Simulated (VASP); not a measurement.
Input:

```xyz
6
Lattice="1.6279 -2.8197 0.0000 1.6279 2.8197 0.0000 0.0000 0.0000 12.8224" Properties=species:S:1:pos:R:3 pbc="T T T"
W      1.6279     0.9399     3.2056
W      1.6279    -0.9399     9.6168
Se     1.6279     0.9399    11.2870
Se     1.6279    -0.9399     4.8758
Se     1.6279    -0.9399     1.5354
Se     1.6279     0.9399     7.9466
```

The numbers are results of LDA (Ceperley-Alder, Perdew-Zunger), VASP's LDA PAW potentials (set 64) (plane waves; VASP), not measurements. Numerical set-up: 500 eV cut-off, 8×8×2 Γ-centred mesh, Gaussian smearing of 0.050 eV, potentials W_sv Se.

Energy and stress use the plane-wave basis of the starting cell.

### Question
The ions, cell shape and volume at an external pressure of 5.0 GPa are relaxed. Give the cell that the relaxation ends in.

### Answer

```xyz
6
Lattice="1.6047 -2.7795 0.0000 1.6047 2.7795 0.0000 0.0000 0.0000 12.2359" Properties=species:S:1:pos:R:3 pbc="T T T"
W      1.6047     0.9265     3.0590
W      1.6047    -0.9265     9.1769
Se     1.6047     0.9265    10.8545
Se     1.6047    -0.9265     4.7366
Se     1.6047    -0.9265     1.3814
Se     1.6047     0.9265     7.4993
```
Space group P6_3/mmc (194), at a tolerance of 0.03 Å.

### Question
How do energy and volume change from the first to the last step?

### Answer
The energy (σ→0) changes by +19.2 meV/atom and the volume by -7.3 %, in 11 ionic steps.

The compound is WSe2 in the 2H layered structure. This run relaxes it under an external pressure of 5 GPa. Symmetry was kept, so distortions that lower it aren't found.
